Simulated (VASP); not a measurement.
VASP runs on BaTiO3 (space group P4mm) share one base input (PBEsol GGA, plane waves, VASP's PBE PAW potentials (set 64)) and change the settings named in each case.

KPOINTS:
```
Automatic mesh
0
Gamma
6 6 6
0 0 0
```

**POSCAR**
```
BaTiO3
3.990
  1.0000000000   0.0000000000   0.0000000000
  0.0000000000   1.0000000000   0.0000000000
  0.0000000000   0.0000000000   1.0125313283
Ba Ti O
1 1 3
direct
  0.0000000000   0.0000000000   0.0000000000
  0.5000000000   0.5000000000   0.5130000000
  0.5000000000   0.5000000000   0.9770000000
  0.0000000000   0.5000000000   0.4870000000
  0.5000000000   0.0000000000   0.4870000000
```

### INCAR
```
# general
SYSTEM =BaTiO3
PREC   =Accurate
ENCUT  =400
LREAL  =.FALSE.   # projection in real space or not
LASPH  =.TRUE.   # aspherical one-centre terms

# electronic loop
EDIFF  =1E-6
NELM   =100
ALGO   =Normal   # blocked Davidson
LMAXMIX=4

# smearing
ISMEAR =-1
SIGMA  =0.01   # width (eV)

# functional
GGA    =PS   # PBEsol

# ions
ISIF   =2

# output
LWAVE  =.FALSE.
LCHARG =.FALSE.
```

POTCAR, in this order: Ba_sv Ti_sv O (PBE.64 set). Program: vasp_std.

```tsv
change	E(σ→0) (eV/atom)	pressure (GPa)	largest force (eV/Å)	gap on the mesh (eV)
base run	-8.4071	-6.54	0.200	1.73
GGA removed, POTCAR Ba_sv Ti_sv O (LDA.64 set)	-8.8351	-10.76	0.222	1.69
GGA_COMPAT = .FALSE., LNONCOLLINEAR = .TRUE., LSORBIT = .TRUE., MAGMOM = 0.0 0.0 0.0 0.0 0.0 0.0 0.0 0.0 0.0 0.0 0.0 0.0 0.0 0.0 0.0, program vasp_ncl	-8.4467	-6.52	0.199	1.73
KPOINTS 2×2×2 Γ-centred mesh	-8.2792	-4.53	2.192	1.47
LDAU = .TRUE., LDAUJ = 0 0 0, LDAUL = -1 2 -1, LDAUTYPE = 2, LDAUU = 0 7.0 0	-7.4787	(withheld)	(withheld)	(withheld)
```

**Question.** Complete the blanks.

**Answer.** 
- LDAU = .TRUE., LDAUJ = 0 0 0, LDAUL = -1 2 -1, LDAUTYPE = 2, LDAUU = 0 7.0 0, pressure (GPa): -0.46
- LDAU = .TRUE., LDAUJ = 0 0 0, LDAUL = -1 2 -1, LDAUTYPE = 2, LDAUU = 0 7.0 0, largest force (eV/Å): 1.015
- LDAU = .TRUE., LDAUJ = 0 0 0, LDAUL = -1 2 -1, LDAUTYPE = 2, LDAUU = 0 7.0 0, gap on the mesh (eV): 2.62

Energies of different potentials or functionals have different zeros.  Unless said otherwise, spin-orbit coupling is left out, though it shifts the bands of the heavy elements here. At 400 eV the pressure can carry a Pulay error.

Left out are runs that ran out of time, are held back, or changed the cell or the kind of run, fixed moments of cells without a moment, rows past the twelfth, gaps on odd meshes, pressures of charged cells and columns that move by less than the noise.

The structure is a typed BaTiO3 crystal. The cell was not relaxed at this level, forces remain on its atoms.
